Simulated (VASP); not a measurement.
# TiAl3 (space group Pm-3m): computed properties

The numbers are results of LDA (Ceperley-Alder, Perdew-Zunger), VASP's LDA PAW potentials (set 64) (plane waves; VASP 6.6.1), not measurements.

```yaml
space_group: Pm-3m (221)
cell: a = b = c = 3.9085 Å, α = β = γ = 90.00°
volume_per_atom: 14.93 Å³/atom
band gap (over mesh and band path): none (metal, semimetal or under 0.01 eV)
hill_bulk_modulus: 1190 kbar
hill_shear_modulus: 49.5 GPa
Poisson's ratio: 0.317
density: 3.58 g/cm³
optical Γ-point spectrum: 268 (×3), 284 (×3), 364 (×3) cm⁻¹
C11: 184 GPa
C12: 85.6 GPa
C44: 49.6 GPa
```

Space group Pm-3m (No. 221); a = 3.909 Å, b = 3.909 Å, c = 3.909 Å, α = 90.00°, β = 90.00°, γ = 90.00°

| atom | site | symmetry | x | y | z |
|---|---|---|---|---|---|
| Ti | 1a | m-3m | 0.0000 | 0.0000 | 0.0000 |
| Al | 3c | 4/mm.m | 0.0000 | 0.5000 | 0.5000 |

Finite-difference elastic constants of metals are sensitive to mesh and smearing; shear constants can be off by tens of GPa.

The structure comes from a computed database's TiAl3 entry (Pm-3m); how it stands against other phases isn't given here. It was relaxed first. Symmetry was kept, so distortions that lower it aren't found. The electron count is odd and the run is not spin-polarised, which forces a metal.
